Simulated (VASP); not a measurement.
Energy against volume of Pt (fcc). Calculation: MS2 meta-GGA, VASP's PBE PAW potentials (set 64) (plane waves; VASP). Numerical set-up: 520 eV cut-off, 16×16×16 Γ-centred mesh, first-order Methfessel-Paxton smearing of 0.10 eV, potentials Pt.

```tsv
V (Å³/atom)	E (eV/atom)
13.987	12.10989
14.433	12.06609
14.880	12.05265
15.326	12.06429
```

Task: Fit these four points and predict the energy of the run at 15.773 Å³/atom.

Result: A cubic in V^(−2/3), the third-order Birch-Murnaghan form, passes through the four points with V0 = 14.88 Å³/atom and B0 = 299 GPa, and gives 12.0966 eV/atom there. The run gave 12.0966 eV/atom, +0.0 meV/atom from the fit; all five points give B0 = 299 GPa.

The compound is Pt in the fcc structure. It was relaxed first.
